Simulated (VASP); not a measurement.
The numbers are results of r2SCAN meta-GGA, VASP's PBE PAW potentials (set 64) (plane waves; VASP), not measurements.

Input for VASP

### INCAR
```
LASPH = T   # aspherical one-centre terms
SIGMA = 0.1   # width (eV)
LMIXTAU = T
ENCUT = 480
SYSTEM = NiSb
LWAVE = F
ISIF = 2   # forces and stress, cell fixed
LREAL = F   # projection in real space or not
EDIFF = 1E-7   # SCF stop (eV)
ISMEAR = 1   # Methfessel-Paxton
LCHARG = F
PREC = Accurate
METAGGA = R2SCAN
LMAXMIX = 4   # l cut-off of mixed one-centre charges
ALGO = Normal   # blocked Davidson
NELM = 100   # most electronic steps
```

KPOINTS:
```
Automatic mesh
0
Gamma
8 8 6
0 0 0
```

**POSCAR**
```
NiSb
1.0
  1.9830806001  -3.4007886329   0.0000000000
  1.9830806001   3.4007886329   0.0000000000
  0.0000000000   0.0000000000   5.1194273620
Ni Sb
2 2
Cart
  0.0000000000   0.0000000000   2.5597136810
  0.0000000000   0.0000000000   0.0000000000
  1.9830806001   1.1335984782   1.2798568405
  1.9830806001  -1.1335984782   3.8395705215
```

POTCAR, in this order: Ni Sb (PBE.64 set). Program: vasp_std.

What will the output report for the number of irreducible k-points (NKPTS), number of bands (NBANDS), largest plane-wave count, number of space-group operations, FFT grid (NGX, NGY, NGZ)?

The number of irreducible k-points (NKPTS) is 84 and the number of bands (NBANDS) comes out as 19. The largest plane-wave count comes out as 1662. The number of space-group operations is 8 and the FFT grid (NGX, NGY, NGZ) comes out as 28 × 28 × 40.

The compound is NiSb in the NiAs type structure. This cell was strained or had an atom moved on purpose. The run is not spin-polarised, so no magnetic state was tried.
